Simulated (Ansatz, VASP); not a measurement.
## In2S: VASP beside Ansatz

One calculation is typed for both programs; each brings its own data sets. How far apart do they land? The cell is generated by rule, not measured, and may not be a known phase. The cell is taken from a series of runs on this material, whose earlier steps may have relaxed, scaled, displaced or heated it; both programs get it as it stands.

Calculated with Ansatz 0.2.0; plane waves, with VASP 6.6.1 beside it; PBEsol.

The structure was built from a prototype and need not be the compound's stable phase.

### Step 1. Set-up

The structure is orthorhombic, space group Pmma (No. 51). Conventional cell: a = 7.978 Å, b = 3.603 Å, c = 5.374 Å, α = 90.00°, β = 90.00°, γ = 90.00°. Nearest to S lie 4 In at 2.54 to 2.80 Å. Nearest to In lie 2 S at 2.54 Å. Nearest to In lie 2 S at 2.80 Å. Farther neighbours and most contacts between anions are not listed.

### Step 2. VASP: zone-centre phonons, PBEsol

Second derivatives magnify differences that forces hide, and they need a tight electronic threshold.

Lines of VASP's logs that name or quote its potential files are left out, and so is its time.

The input, INCAR:

```
SYSTEM = In2S
PREC = Accurate
ENCUT = 500
EDIFF = 1E-08
NELM = 120
ISMEAR = 1
SIGMA = 0.2
LREAL = .FALSE.
ALGO = Normal
GGA = PS
NBANDS = 39
LORBIT = 11
LWAVE = .FALSE.
LCHARG = .FALSE.
ISIF = 2
IBRION = 8
LASPH = .TRUE.
GGA_COMPAT = .FALSE.
KPAR = 2
```

The input, POSCAR:

```
In2S
1.0
    7.9781312770      0.0000000000      0.0000000000
    0.0000000000      3.6026563091      0.0000000000
    0.0000000000      0.0000000000      5.3740974559
S In
2 4
Direct
    0.2500000000      0.0000000000      0.8661797527
    0.7500000000      0.0000000000      0.1338202473
    0.7500000000      0.5000000000      0.8009726881
    0.2500000000      0.5000000000      0.1990273119
    0.5000000000      0.0000000000      0.5000000000
    0.0000000000      0.0000000000      0.5000000000
```

The input, KPOINTS:

```
Automatic mesh
0
Gamma
6 10 8
0 0 0
```

PAW data sets: S and In_d (PBE family, release 64).

Command:

```console
mpirun -np 2 vasp_std
```

Numbers of over 12 decimals in the logs are rounded to 6 here.

Log:

```text
[banner, memory and clock lines left out]
running    2 mpi-ranks, on    1 nodes
 distrk:  each k-point on    1 cores,    2 groups
 distr:  one band on    1 cores,    1 groups

 POSCAR found type information on POSCAR S In
 POSCAR found :  2 types and       6 ions
|                                                                             |
|               ----> ADVICE to this user running VASP <----                  |
|                                                                             |
|     You enforced a specific xc type in the INCAR file but a different       |
|     [... a line on the potential file left out ...]
|     I HOPE YOU KNOW WHAT YOU ARE DOING!                                     |
|                                                                             |

 LDA part: xc-table for (Slater+PW92), standard interpolation
 POSCAR, INCAR and KPOINTS ok, starting setup
 FFT: planning ... GRIDC
 FFT: planning ... GRID_SOFT
 FFT: planning ... GRID
 WAVECAR not read
 entering main loop
       N       E                     dE             d eps       ncg     rms          rms(c)
DAV:   1     0.652229196342E+03    0.65223E+03   -0.29442E+04  9360   0.201E+03
DAV:   2     0.651240501151E+02   -0.58711E+03   -0.57228E+03  9402   0.505E+02
DAV:   3    -0.177342852719E+02   -0.82858E+02   -0.79808E+02 11618   0.200E+02
DAV:   4    -0.226311881805E+02   -0.48969E+01   -0.48615E+01 11143   0.493E+01
DAV:   5    -0.228367139491E+02   -0.20553E+00   -0.20547E+00 12995   0.922E+00    0.108E+01
DAV:   6    -0.219257809737E+02    0.91093E+00   -0.18315E+00 13105   0.168E+01    0.662E+00
DAV:   7    -0.219490452136E+02   -0.23264E-01   -0.95417E-01 14007   0.590E+00    0.180E+00
DAV:   8    -0.219336178651E+02    0.15427E-01   -0.11640E-01 13742   0.325E+00    0.123E+00
DAV:   9    -0.219330680838E+02    0.54978E-03   -0.20598E-02 12875   0.113E+00    0.518E-01
DAV:  10    -0.219330378641E+02    0.30220E-04   -0.25755E-03 14376   0.479E-01    0.221E-01
DAV:  11    -0.219330465100E+02   -0.86459E-05   -0.29917E-04 14436   0.132E-01    0.113E-01
DAV:  12    -0.219330694750E+02   -0.22965E-04   -0.49796E-05 11323   0.453E-02    0.237E-02
DAV:  13    -0.219330703450E+02   -0.86994E-06   -0.12483E-05 15107   0.236E-02    0.202E-02
DAV:  14    -0.219330705063E+02   -0.16137E-06   -0.28358E-06 14063   0.151E-02    0.103E-02
DAV:  15    -0.219330707386E+02   -0.23228E-06   -0.42455E-07 12609   0.716E-03    0.516E-03
DAV:  16    -0.219330708716E+02   -0.13302E-06   -0.59856E-08  9538   0.151E-03    0.160E-03
DAV:  17    -0.219330708910E+02   -0.19389E-07   -0.18776E-08  8085   0.154E-03    0.592E-04
DAV:  18    -0.219330708637E+02    0.27319E-07   -0.43873E-09  6262   0.604E-04    0.198E-04
DAV:  19    -0.219330708549E+02    0.88012E-08   -0.16001E-09  6192   0.738E-04
   1 F= -.21933071E+02 E0= -.21934358E+02  d E =0.386017E-02
 Linear response reoptimize wavefunctions to high precision
DAV:   1    -0.219330708595E+02   -0.46020E-08   -0.71527E-10  6136   0.402E-04
DAV:   2    -0.219330708596E+02   -0.10186E-09   -0.39369E-10  5905   0.155E-04
DAV:   3    -0.219330708596E+02    0.72760E-11   -0.16716E-10  5870   0.132E-04
 Linear response DOF=           9
 Linear response progress:
  Degree of freedom:   1/  9
       N       E                     dE             d eps       ncg     rms          rms(c)
RMM:   1    -0.123064638592E+00   -0.12306E+00    0.48955E-02 25071   0.122E+00
RMM:   2    -0.120312288989E+00    0.27523E-02   -0.37250E-03 17982   0.364E-01    0.112E-01
RMM:   3    -0.120640842647E+00   -0.32855E-03   -0.90617E-04 21674   0.154E-01    0.359E-02
RMM:   4    -0.120819025316E+00   -0.17818E-03   -0.14532E-04 21104   0.544E-02    0.209E-02
RMM:   5    -0.120910220210E+00   -0.91195E-04   -0.27829E-05 21859   0.225E-02    0.900E-03
RMM:   6    -0.120907270559E+00    0.29497E-05   -0.18095E-06 22462   0.726E-03    0.314E-03
RMM:   7    -0.120908338666E+00   -0.10681E-05   -0.59677E-07 23226   0.263E-03    0.195E-03
RMM:   8    -0.120908729040E+00   -0.39037E-06    0.73048E-08 22159   0.933E-04    0.929E-04
RMM:   9    -0.120911134833E+00   -0.24058E-05    0.50378E-07 22000   0.471E-04    0.144E-04
RMM:  10    -0.120910777098E+00    0.35773E-06    0.33989E-07 22843   0.228E-04    0.122E-04
RMM:  11    -0.120910683188E+00    0.93910E-07   -0.36840E-07 24773   0.113E-04    0.278E-05
RMM:  12    -0.120910738841E+00   -0.55653E-07   -0.51678E-08 21440   0.775E-05    0.240E-05
RMM:  13    -0.120910708768E+00    0.30073E-07    0.96234E-08 24660   0.610E-05    0.422E-06
RMM:  14    -0.120910709492E+00   -0.72315E-09   -0.16444E-08 23033   0.550E-05    0.525E-06
 first order change of Fermi-energy  -0.50954E-05
 force on displaced ion       1 direction 1 :  -1.842   0.000   0.001
 Linear response progress:
  Degree of freedom:   2/  9
[...]
RMM:   9    -0.245015735776E+00   -0.98902E-06    0.32324E-06 20484   0.198E-03    0.762E-04
RMM:  10    -0.245015664696E+00    0.71080E-07    0.32713E-06 23251   0.896E-04    0.798E-04
RMM:  11    -0.245015814791E+00   -0.15010E-06    0.13027E-06 22588   0.414E-04    0.116E-03
RMM:  12    -0.245017329910E+00   -0.15151E-05    0.86452E-07 23680   0.287E-04    0.176E-04
RMM:  13    -0.245017257984E+00    0.71926E-07    0.41774E-07 23127   0.163E-04    0.169E-04
[...]
RMM:   9    -0.240830039883E+00   -0.28000E-05   -0.51865E-06 17029   0.124E-03    0.329E-04
RMM:  10    -0.240828131866E+00    0.19080E-05   -0.31065E-07 17918   0.584E-04    0.261E-04
RMM:  11    -0.240828329102E+00   -0.19724E-06   -0.13983E-06 15241   0.346E-04    0.140E-04
RMM:  12    -0.240828004359E+00    0.32474E-06    0.39516E-07 18319   0.198E-04    0.142E-04
RMM:  13    -0.240828068648E+00   -0.64289E-07   -0.14588E-07 18183   0.117E-04    0.170E-04
RMM:  14    -0.240828126916E+00   -0.58268E-07   -0.31022E-07 17235   0.843E-05    0.107E-04
[...]
RMM:  18    -0.240828126929E+00    0.10672E-07   -0.17050E-07 17143   0.532E-05    0.194E-05
RMM:  19    -0.240828121431E+00    0.54982E-08   -0.15828E-07 19394   0.500E-05    0.155E-05
RMM:  20    -0.240828118424E+00    0.30068E-08   -0.16830E-07 15835   0.488E-05    0.100E-05
RMM:  21    -0.240828111542E+00    0.68817E-08   -0.17404E-07 16116   0.482E-05    0.330E-06
RMM:  22    -0.240828109896E+00    0.16459E-08   -0.16895E-07 13444   0.476E-05    0.162E-06
RMM:  23    -0.240828109173E+00    0.72291E-09   -0.17207E-07 13455   0.475E-05    0.596E-07
RMM:  24    -0.240828109104E+00    0.69739E-10   -0.17549E-07 12288   0.473E-05    0.173E-07
RMM:  25    -0.240828108788E+00    0.31593E-09   -0.17291E-07 11495   0.472E-05    0.789E-08
 first order change of Fermi-energy   0.47535E+00
 force on displaced ion       3 direction 3 :   0.000   0.000  -6.840
 Linear response progress:
  Degree of freedom:   7/  9
       N       E                     dE             d eps       ncg     rms          rms(c)
RMM:   1    -0.243960425991E+00   -0.24396E+00   -0.14314E-01 17590   0.324E+00
RMM:   2    -0.245722416348E+00   -0.17620E-02   -0.18782E-02 19161   0.828E-01    0.115E-01
RMM:   3    -0.245723936255E+00   -0.15199E-05   -0.26228E-03 21637   0.284E-01    0.453E-02
RMM:   4    -0.245596677827E+00    0.12726E-03   -0.25737E-04 21832   0.925E-02    0.313E-02
RMM:   5    -0.245581427766E+00    0.15250E-04   -0.78821E-05 21879   0.352E-02    0.130E-02
RMM:   6    -0.245584595268E+00   -0.31675E-05   -0.78502E-06 22566   0.147E-02    0.491E-03
RMM:   7    -0.245598267118E+00   -0.13672E-04   -0.51008E-06 21938   0.513E-03    0.260E-03
RMM:   8    -0.245603139839E+00   -0.48727E-05   -0.61348E-06 22302   0.207E-03    0.102E-03
RMM:   9    -0.245598824360E+00    0.43155E-05   -0.11116E-08 22701   0.110E-03    0.989E-04
RMM:  10    -0.245599163250E+00   -0.33889E-06    0.44096E-07 22470   0.500E-04    0.436E-04
RMM:  11    -0.245599339346E+00   -0.17610E-06    0.61874E-07 21046   0.300E-04    0.319E-04
RMM:  12    -0.245599043003E+00    0.29634E-06    0.17586E-07 22653   0.173E-04    0.140E-04
RMM:  13    -0.245599310317E+00   -0.26731E-06    0.14371E-07 20405   0.120E-04    0.146E-04
RMM:  14    -0.245599318688E+00   -0.83708E-08    0.36690E-08 24169   0.779E-05    0.149E-04
 first order change of Fermi-energy   0.13045E-03
 force on displaced ion       5 direction 1 :  -3.761   0.000  -0.444
 Linear response progress:
  Degree of freedom:   8/  9
       N       E                     dE             d eps       ncg     rms          rms(c)
RMM:   1    -0.230620971858E+00   -0.23062E+00   -0.15697E-01 17207   0.313E+00
RMM:   2    -0.233318496216E+00   -0.26975E-02   -0.15655E-02 19359   0.719E-01    0.609E-02
RMM:   3    -0.233389971709E+00   -0.71475E-04   -0.16268E-03 21168   0.231E-01    0.203E-02
RMM:   4    -0.233313957652E+00    0.76014E-04   -0.14806E-04 21320   0.742E-02    0.219E-02
RMM:   5    -0.233331408339E+00   -0.17451E-04   -0.20375E-05 21553   0.270E-02    0.951E-03
RMM:   6    -0.233321683259E+00    0.97251E-05   -0.29114E-06 21173   0.119E-02    0.444E-03
RMM:   7    -0.233301674498E+00    0.20009E-04   -0.88846E-07 22027   0.409E-03    0.816E-04
RMM:   8    -0.233283334914E+00    0.18340E-04   -0.36252E-07 22209   0.175E-03    0.283E-03
RMM:   9    -0.233297141205E+00   -0.13806E-04   -0.53710E-08 22168   0.784E-04    0.268E-04
RMM:  10    -0.233298730387E+00   -0.15892E-05    0.29238E-08 23048   0.340E-04    0.280E-04
RMM:  11    -0.233296243243E+00    0.24871E-05   -0.12467E-07 22183   0.188E-04    0.226E-04
RMM:  12    -0.233296475319E+00   -0.23208E-06   -0.21021E-08 22607   0.104E-04    0.132E-04
RMM:  13    -0.233297109425E+00   -0.63411E-06   -0.16423E-08 22854   0.826E-05    0.200E-05
RMM:  14    -0.233296938314E+00    0.17111E-06   -0.16687E-08 23342   0.565E-05    0.120E-05
RMM:  15    -0.233296877706E+00    0.60608E-07   -0.10759E-08 23340   0.461E-05    0.178E-05
RMM:  16    -0.233296969177E+00   -0.91471E-07   -0.87664E-09 22568   0.419E-05    0.156E-06
RMM:  17    -0.233296984900E+00   -0.15723E-07   -0.84956E-09 20058   0.390E-05    0.241E-06
RMM:  18    -0.233296979964E+00    0.49359E-08   -0.74804E-09 16221   0.374E-05    0.155E-06
 first order change of Fermi-energy  -0.77868E-05
 force on displaced ion       5 direction 2 :   0.000  -0.294   0.000
 Linear response progress:
  Degree of freedom:   9/  9
       N       E                     dE             d eps       ncg     rms          rms(c)
RMM:   1    -0.239420781516E+00   -0.23942E+00   -0.14356E-01 17612   0.321E+00
RMM:   2    -0.241540062127E+00   -0.21193E-02   -0.16932E-02 19180   0.782E-01    0.100E-01
RMM:   3    -0.241514347524E+00    0.25715E-04   -0.21825E-03 21489   0.267E-01    0.434E-02
RMM:   4    -0.241349537610E+00    0.16481E-03   -0.21445E-04 21761   0.885E-02    0.287E-02
RMM:   5    -0.241299556223E+00    0.49981E-04   -0.46465E-05 20583   0.352E-02    0.946E-03
RMM:   6    -0.241290845045E+00    0.87112E-05   -0.10446E-05 22353   0.152E-02    0.424E-03
RMM:   7    -0.241300663530E+00   -0.98185E-05   -0.32300E-06 21286   0.527E-03    0.199E-03
RMM:   8    -0.241302298985E+00   -0.16355E-05   -0.16140E-06 22056   0.214E-03    0.915E-04
RMM:   9    -0.241302088663E+00    0.21032E-06   -0.23665E-07 21995   0.951E-04    0.352E-04
RMM:  10    -0.241301815684E+00    0.27298E-06   -0.22672E-07 22886   0.445E-04    0.130E-04
RMM:  11    -0.241301323544E+00    0.49214E-06   -0.11113E-07 21756   0.242E-04    0.104E-04
RMM:  12    -0.241301178194E+00    0.14535E-06    0.10623E-07 22980   0.137E-04    0.936E-05
RMM:  13    -0.241301352800E+00   -0.17461E-06   -0.93685E-09 20357   0.100E-04    0.134E-04
RMM:  14    -0.241301350135E+00    0.26652E-08    0.18466E-08 24068   0.673E-05    0.135E-04
 first order change of Fermi-energy  -0.11784E-04
 force on displaced ion       5 direction 3 :  -0.440   0.000  -2.214
 Linear response finished
```

(Part 1 of 2 ends here.)

[Lines on the potential files, build, host, timing and source positions are cut from VASP's logs without a mark.]

[Logs are printed without paths, hosts, clocks, repeated set-up lines and the standing remarks that a program may print on its own settings, such as how far it seeks lower states.]

[Hosts, paths, dates, database ids (printed as entryN), source tags and the programs' standing remarks are cut or masked in the printed files.]
